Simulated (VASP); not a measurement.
# TiMoSe3 (Immm) in VASP: relaxation of cell and atoms with PBE

Aim: the relaxation of cell and atoms of TiMoSe3 with PBE.

Program: VASP 6.6.1. These are calculated values, not measurements. Logs are shortened: lines on timing, memory, paths and dates and some standing lists are left out, and cuts for length are marked.

## 1. The crystal as given

It takes space group Immm (No. 71, orthorhombic). The conventional cell has a = 5.499 Å, b = 6.333 Å, c = 8.157 Å, α = 90.00°, β = 90.00°, γ = 90.00°. Around Ti (site symmetry mmm) lie 4 Se at 2.71 to 2.75 Å. Around Mo (site symmetry mmm) lie 4 Se at 3.07 Å and 2 Ti at 3.17 Å. Se (site symmetry mmm) is surrounded by 2 Ti at 2.75 Å. Se (site symmetry mm2) has 1 Ti at 2.71 Å and 1 Se at 2.73 Å and 2 Mo at 3.07 Å as nearest neighbours.

The cell was built by a generator and needn't be a form met in nature.

## 2. Relaxation of cell and atoms, PBE

INCAR reads:

```
ALGO = Fast
EDIFF = 1E-4
EDIFFG = -0.08
ENCUT = 520
GGA = PE
IBRION = 2
ISIF = 3
ISMEAR = 0
LASPH = True
LCHARG = False
LREAL = False
LWAVE = False
NELM = 60
NSW = 24
PREC = Normal
SIGMA = 0.15
```

KPOINTS reads:

```
k-points
0
Gamma
  4 4 4
```

POSCAR reads:

```
TiMoSe3
1.0
   -2.7494996700      3.1662975300      4.0786345300
    2.7494996700     -3.1662975300      4.0786345300
    2.7494996700      3.1662975300     -4.0786345300
Ti Mo Se
1 1 3
Direct
    0.5000000000      0.5000000000      0.0000000000
    0.0000000000      0.5000000000      0.5000000000
    0.5000000000      0.0000000000      0.5000000000
    0.8325622900      0.8325622900      0.0000000000
    0.1674377100      0.1674377100      0.0000000000
```

Potentials or basis: VASP PAW PBE potentials, release 64 (Ti_sv, Mo_sv, Se).

Command:

```
$ cat potpaw_PBE.64/Ti_sv/POTCAR potpaw_PBE.64/Mo_sv/POTCAR potpaw_PBE.64/Se/POTCAR > POTCAR
$ mpirun -np 1 vasp_std > vasp.out
```

OUTCAR:

```text
EDIFF = 1E-4
   EDIFFG = -0.08
   ENCUT = 520
   GGA = PE
   IBRION = 2
   ISIF = 3
   ISMEAR = 0
   LASPH = True
   LREAL = False
   NELM = 60
   NSW = 24
   PREC = Normal

 ion  position               nearest neighbor table
   1  0.500  0.500  0.000-   4 2.71   5 2.71   3 2.75   3 2.75   2 3.17   2 3.17
   2  0.000  0.500  0.500-   5 3.07   4 3.07   5 3.07   4 3.07   1 3.17   1 3.17
   3  0.500  0.000  0.500-   1 2.75   1 2.75
   4  0.833  0.833  0.000-   1 2.71   5 2.73   2 3.07   2 3.07
   5  0.167  0.167  0.000-   1 2.71   4 2.73   2 3.07   2 3.07

  LATTYP: Found a body centered orthorhombic cell.
 ALAT       =     5.4989993400
 B/A-ratio  =     1.1515904383
 C/A-ratio  =     1.4834097180

  Lattice vectors:

 A1 = (  -2.7494996700,   3.1662975300,   4.0786345300)
 A2 = (   2.7494996700,  -3.1662975300,   4.0786345300)
 A3 = (   2.7494996700,   3.1662975300,  -4.0786345300)

Analysis of symmetry for initial positions (statically):
=====================================================================
 Subroutine PRICEL returns:
 Original cell was already a primitive cell.

 Routine SETGRP: Setting up the symmetry group for a
 body centered orthorhombic supercell.

 Subroutine GETGRP returns: Found  8 space group operations
 (whereof  8 operations were pure point group operations)
 out of a pool of  8 trial point group operations.

The static configuration has the point symmetry D_2h.

Analysis of symmetry for dynamics (positions and initial velocities):
=====================================================================
 Subroutine PRICEL returns:
 Original cell was already a primitive cell.

 Routine SETGRP: Setting up the symmetry group for a
 body centered orthorhombic supercell.

 Subroutine GETGRP returns: Found  8 space group operations
 (whereof  8 operations were pure point group operations)
 out of a pool of  8 trial point group operations.

The dynamic configuration has the point symmetry D_2h.

 Subroutine INISYM returns: Found  8 space group operations
 (whereof  8 operations are pure point group operations),
 and found     1 'primitive' translations

----------------------------------------------------------------------------------------

                                     Primitive cell

  volume of cell :     142.0300

  direct lattice vectors                    reciprocal lattice vectors
    -2.749499670  3.166297530  4.078634530     0.000000000  0.157913145  0.122590047
     2.749499670 -3.166297530  4.078634530     0.181851268  0.000000000  0.122590047
     2.749499670  3.166297530 -4.078634530     0.181851268  0.157913145  0.000000000

  length of vectors
     5.849824622  5.849824622  5.849824622     0.199912183  0.219313026  0.240845271

  position of ions in fractional coordinates (direct lattice)
     0.500000000  0.500000000  0.000000000
     0.000000000  0.500000000  0.500000000
     0.500000000  0.000000000  0.500000000
     0.832562290  0.832562290  0.000000000
     0.167437710  0.167437710  0.000000000

  ion indices of the primitive-cell ions
   primitive index   ion index
                 1           1
                 2           2
                 3           3
                 4           4
                 5           5

----------------------------------------------------------------------------------------

 KPOINTS: k-points

Automatic generation of k-mesh.
 Grid dimensions read from file:
 generate k-points for:    4    4    4

 Generating k-lattice:

  Cartesian coordinates                     Fractional coordinates (reciprocal lattice)
     0.000000000  0.039478286  0.030647512     0.250000000  0.000000000 -0.000000000
     0.045462817  0.000000000  0.030647512     0.000000000  0.250000000 -0.000000000
     0.045462817  0.039478286  0.000000000     0.000000000  0.000000000  0.250000000

  Length of vectors
     0.049978046  0.054828256  0.060211318

  Shift w.r.t. Gamma in fractional coordinates (k-lattice)
     0.000000000  0.000000000  0.000000000

 Subroutine IBZKPT returns following result:
 ===========================================

 Found     18 irreducible k-points:

 Following reciprocal coordinates:
            Coordinates               Weight
  0.000000  0.000000  0.000000      1.000000
  0.250000  0.000000 -0.000000      4.000000
  0.500000  0.000000 -0.000000      2.000000
  0.000000  0.250000 -0.000000      4.000000
  0.250000  0.250000 -0.000000      8.000000
  0.500000  0.250000 -0.000000      8.000000
[... 10 lines left out ...]
 -0.250000 -0.250000  0.250000      2.000000
  0.500000  0.500000  0.500000      1.000000
   k-points           NKPTS =     18   k-points in BZ     NKDIM =     18   number of bands    NBANDS=     26
   number of dos      NEDOS =    301   number of ions     NIONS =      5
   total plane-waves  NPLWV =  46656
   dimension x,y,z NGX =    36 NGY =   36 NGZ =   36
   dimension x,y,z NGXF=    72 NGYF=   72 NGZF=   72
   ions per type =               1   1   3
   NGX,Y,Z   is equivalent  to a cutoff of  10.23, 10.23, 10.23 a.u.
   NGXF,Y,Z  is equivalent  to a cutoff of  20.46, 20.46, 20.46 a.u.
 SYSTEM =  unknown system
   PREC   = normal    normal or accurate (medium, high low for compatibility)
   ISTART =      0    job   : 0-new  1-cont  2-samecut
   ICHARG =      2    charge: 1-file 2-atom 10-const
   ISPIN  =      1    spin polarized calculation?
   LNONCOLLINEAR =      F non collinear calculations
   LSORBIT =      F    spin-orbit coupling
   LASPH  =      T    aspherical Exc in radial PAW
   ENCUT  =  520.0 eV  38.22 Ry    6.18 a.u.  10.88 10.88 10.88*2*pi/ulx,y,z
   NELM   =     60;   NELMIN=  2; NELMDL= -5     # of ELM steps
   EDIFF  = 0.1E-03   stopping-criterion for ELM
   LREAL  =      F    real-space projection
   EDIFFG = -.8E-01   stopping-criterion for IOM
   NSW    =     24    number of steps for IOM
   IBRION =      2    ionic relax: 0-MD 1-quasi-New 2-CG
   NFREE  =      1    steps in history (QN), initial steepest desc. (CG)
   ISIF   =      3    stress and relaxation
   ISYM   =      2    0-nonsym 1-usesym 2-fastsym
   POTIM  = 0.5000    time-step for ionic-motion
   TEBEG  =    0.0;   TEEND  =   0.0 temperature during run
   PSTRESS=    0.0 pullay stress
   NELECT =      44.0000    total number of electrons
   NUPDOWN=      -1.0000    fix difference up-down
   EMIN   =  10.00;   EMAX   =-10.00  energy-range for DOS
   EFERMI =   0.00;   METHOD = LEGACY
   ISMEAR =     0;   SIGMA  =   0.15  broadening in eV -4-tet -1-fermi 0-gaus
   EFERMI_NEDOS =   21; number of points for ismear=-14 and -15
   IALGO  =     68    algorithm
   IMIX   =      4    mixing-type and parameters
     AMIX     =   0.40;   BMIX     =  1.00
     AMIX_MAG =   1.60;   BMIX_MAG =  1.00
  volume/ion in A,a.u.               =      28.41       191.69
  Fermi-wavevector in a.u.,A,eV,Ry     =   1.107726  2.093299 16.695121  1.227057
  Thomas-Fermi vector in A             =   2.244244
   LORBIT       =      0    0 simple, 1 ext, 2 COOP (PROOUT), +10 PAW based schemes
   GGA     = PE    functional components
   LHFCALC =     F    Hartree Fock is set to
   AEXX    =    0.0000 exact exchange contribution
   IVDW    =     0    specifies the selected vdW correction
   LEPSILON=     F    determine dielectric tensor
   LRPA    =     F    only Hartree local field effects (RPA)
 conjugate gradient relaxation of ions
 non-spin polarized calculation
 RMM-DIIS sequential band-by-band and
 Gauss-broadening in eV      SIGMA  =   0.15
  energy-cutoff  :      520.00
  volume of cell :      142.03
 maximum number of plane-waves:      3862
   NGX = 21   NGY = 21   NGZ = 21

--------------------------------------- Ionic step        1  -------------------------------------------

 number of electron      44.0000001 magnetization

 Free energy of the ion-electron system (eV)
  ---------------------------------------------------
  ext. energy  EPLUGINS =         0.00000000
  ---------------------------------------------------
  free energy    TOTEN  =       -25.26107637 eV

  energy without entropy =      -25.13147853  energy(sigma->0) =      -25.19627745

 E-fermi :   3.0642     XC(G=0):  -9.1711

 val. band max:        3.0573021113   @ k =   0.0000   0.0000   0.0000
 cond. band min:       3.0731968274   @ k =   0.2500   0.2500  -0.0000
 fundamental gap:      0.0158947160
 Fermi energy:         3.0642015449

 k-point     1 :       0.0000    0.0000    0.0000
  band No.  band energies     occupation
      1     -58.1607      2.00000
      2     -54.6746      2.00000
      3     -32.3208      2.00000
      4     -32.3020      2.00000
      5     -31.9677      2.00000
      6     -30.9841      2.00000
[... 18 lines left out ...]
     25       3.8770      0.00000
     26       4.0638      0.00000
[... 591 lines left out ...]
 POSITION                                       TOTAL-FORCE (eV/Angst)
 -----------------------------------------------------------------------------------
      0.00000      0.00000      3.88299         0.000000     -0.000000      0.000000
      2.30212      0.00000      0.00000         0.000000     -0.000000      0.000000
      0.00000      2.98709      0.00000         0.000000     -0.000000      0.000000
      0.00000      0.00000      6.41540        -0.000000     -0.000000     -0.931397
      0.00000      0.00000      1.35057         0.000000      0.000000      0.931397
 -----------------------------------------------------------------------------------
    total drift:                                0.000000     -0.000000      0.000000

  FREE ENERGIE OF THE ION-ELECTRON SYSTEM (eV)
  ---------------------------------------------------
  free  energy   TOTEN  =       -28.2229866886 eV

  energy  without entropy=      -28.1136389472  energy(sigma->0) =      -28.16831282

[... ionic steps 4 to 17 ...]

--------------------------------------- Ionic step       18  -------------------------------------------

 number of electron      44.0000001 magnetization

------------------------ aborting loop because EDIFF is reached ----------------------------------------

  FORCE on cell =-STRESS in cart. coord.  units (eV):
  Direction    XX          YY          ZZ          XY          YZ          ZX
  --------------------------------------------------------------------------------------
  -------------------------------------------------------------------------------------
  Total       -0.0819881     -0.1881515      0.0370968     -0.0000000      0.0000000      0.0000000
  in kB       -1.2967238     -2.9758038      0.5867231     -0.0000000      0.0000000      0.0000000
  external PRESSURE =      -1.2286015 kB  Pullay stress =       0.0000000 kB

 VOLUME and BASIS-vectors are now :
 -----------------------------------------------------------------------------
  energy-cutoff  :      520.00
  volume of cell :      101.30
      direct lattice vectors                 reciprocal lattice vectors
    -2.332622138  2.655395112  4.088654663     0.000000000  0.188295895  0.122289614
     2.332622138 -2.655395112  4.088654663     0.214351048  0.000000000  0.122289614
     2.332622138  2.655395112 -4.088654663     0.214351048  0.188295895  0.000000000
[... 40 lines left out ...]
 POSITION                                       TOTAL-FORCE (eV/Angst)
 -----------------------------------------------------------------------------------
      0.00000      0.00000      4.09228        -0.000000     -0.000000     -0.000000
      2.33456      0.00000      0.00000        -0.000000     -0.000000     -0.000000
      0.00000      2.65805      0.00000        -0.000000     -0.000000     -0.000000
      0.00000      0.00000      6.65917        -0.000000     -0.000000      0.082008
      0.00000      0.00000      1.52538         0.000000      0.000000     -0.082008
 -----------------------------------------------------------------------------------
    total drift:                                0.000000      0.000000      0.000000

  FREE ENERGIE OF THE ION-ELECTRON SYSTEM (eV)
  ---------------------------------------------------
  free  energy   TOTEN  =       -28.5022606703 eV

  energy  without entropy=      -28.4473244874  energy(sigma->0) =      -28.47479258

--------------------------------------- Ionic step       20  -------------------------------------------

 number of electron      44.0000001 magnetization

 Free energy of the ion-electron system (eV)
  ---------------------------------------------------
  ext. energy  EPLUGINS =         0.00000000
  ---------------------------------------------------
  free energy    TOTEN  =       -28.50338950 eV

  energy without entropy =      -28.44909693  energy(sigma->0) =      -28.47624321

 E-fermi :   6.2610     XC(G=0): -10.7274

 val. band max:        6.2050889745   @ k =   0.5000   0.5000  -0.0000
 cond. band min:       6.2660316715   @ k =   0.5000   0.0000  -0.0000
 fundamental gap:      0.0609426970
 Fermi energy:         6.2609617898

 k-point     1 :       0.0000    0.0000    0.0000
  band No.  band energies     occupation
      1     -54.7096      2.00000
      2     -50.6395      2.00000
      3     -28.8981      2.00000
      4     -28.7973      2.00000
      5     -28.7903      2.00000
      6     -27.0637      2.00000
[... 18 lines left out ...]
     25       7.3637      0.00000
     26       8.2779      0.00000
[... 513 lines left out ...]
 POSITION                                       TOTAL-FORCE (eV/Angst)
 -----------------------------------------------------------------------------------
      0.00000      0.00000      4.09145        -0.000000     -0.000000      0.000000
      2.33080      0.00000      0.00000        -0.000000     -0.000000      0.000000
      0.00000      2.65383      0.00000        -0.000000     -0.000000      0.000000
      2.33080      2.65383      2.57108        -0.000000      0.000000      0.032514
      0.00000      0.00000      1.52037         0.000000     -0.000000     -0.032514
 -----------------------------------------------------------------------------------
    total drift:                                0.000000     -0.000000     -0.000000

  FREE ENERGIE OF THE ION-ELECTRON SYSTEM (eV)
  ---------------------------------------------------
  free  energy   TOTEN  =       -28.5033894994 eV

  energy  without entropy=      -28.4490969286  energy(sigma->0) =      -28.47624321

 reached required accuracy - stopping structural energy minimisation
```

It took 18 min on 1 thread of Intel Xeon Platinum 8375C at 2.90GHz (Ice Lake), shared host; peak memory 0.26 GiB.

Results:

```yaml
Free_energy: -28.5034 eV
Relaxed_volume: 20.25 Å³/atom
Relaxed_cell: a = 5.405 Å, b = 5.405 Å, c = 5.405 Å, α = 128.91°, β = 121.19°, γ = 81.61°
Space_group_after_relaxing_to_0.05_Å: Immm (No. 71)
Energy_gained_by_relaxing: 648.5 meV/atom
Ionic_steps: 20
Pressure_after_relaxing: -0.1 GPa
Largest_force_after_relaxing: 0.033 eV/Å
Band_gap_on_the_k_mesh: none (metal or under the smearing width)
```

Forces in eV/Å, atoms in the order of the input:
```
Ti   0.000  0.000  0.000
Mo   0.000  0.000  0.000
Se   0.000  0.000  0.000
Se   0.000  0.000  0.033
Se   0.000  0.000 -0.033
```

Stress tensor (GPa, compression positive):
```
 0.04  0.00  0.00
 0.00 -0.22  0.00
 0.00  0.00 -0.10
```

Step by step:
```csv
step,energy change (eV),largest force (eV/Å),pressure (GPa),volume (Å³)
1,0.0000,1.4012,-13.12,142.03
2,-2.5867,0.9525,13.13,98.55
3,-2.9619,0.9314,1.56,106.81
4,-3.1396,0.2872,0.52,108.08
5,-3.1449,0.1812,0.36,108.32
6,-3.1584,0.0565,-1.50,109.16
7,-3.1590,0.0777,-1.47,109.04
8,-3.1721,0.0022,-1.14,107.80
9,-3.1974,0.2175,-0.13,104.06
10,-3.1122,0.9664,3.82,96.54
11,-3.2002,0.2521,0.21,103.39
12,-3.2194,0.2395,0.05,102.40
13,-3.2192,0.2360,0.93,99.29
14,-3.2349,0.2271,0.24,101.25
15,-3.2369,0.2360,0.35,100.37
16,-3.2377,0.2264,0.41,100.67
17,-3.2377,0.2277,0.34,100.75
18,-3.2408,0.1268,-0.12,101.30
19,-3.2412,0.0820,-0.32,101.58
20,-3.2423,0.0325,-0.09,101.23
```

Final structure:
```yaml
crystal:
  lattice:
    - [-2.33080, 2.65383, 4.09145]
    - [2.33080, -2.65383, 4.09145]
    - [2.33080, 2.65383, -4.09145]
  atoms:
    - { symbol: Ti, position: [0.50000, 0.50000, 0.00000] }
    - { symbol: Mo, position: [0.00000, 0.50000, 0.50000] }
    - { symbol: Se, position: [0.50000, 0.00000, 0.50000] }
    - { symbol: Se, position: [0.81420, 0.81420, 0.00000] }
    - { symbol: Se, position: [0.18580, 0.18580, 0.00000] }
```

Levels at points of the mesh, in eV from the Fermi level:
```csv
k point,band 18,band 19,band 20,band 21,band 22,band 23,band 24,band 25,band 26
"(0.00, 0.00, 0.00)",-2.31,-1.84,-1.77,-0.19,0.22,0.55,0.62,1.10,2.02
"(0.50, 0.00, 0.00)",-2.17,-1.68,-0.34,0.01,0.17,0.31,0.40,0.47,1.10
"(0.00, 0.50, 0.00)",-2.19,-2.08,-1.87,-1.87,0.01,0.41,0.93,1.02,2.47
"(0.50, 0.50, 0.00)",-1.92,-1.28,-0.67,-0.56,-0.39,-0.06,0.49,0.98,1.55
"(0.50, 0.50, 0.50)",-1.67,-1.31,-1.11,-0.66,-0.48,-0.35,0.08,0.48,1.64
```

Caveat: the k mesh is coarse (spacing up to 0.38 Å⁻¹), so the values aren't converged; the volume moved by over 15 % at a fixed basis, so the end points are rough; the relaxation stopped at a loose force limit of 0.08 eV/Å, so its end isn't a converged minimum.
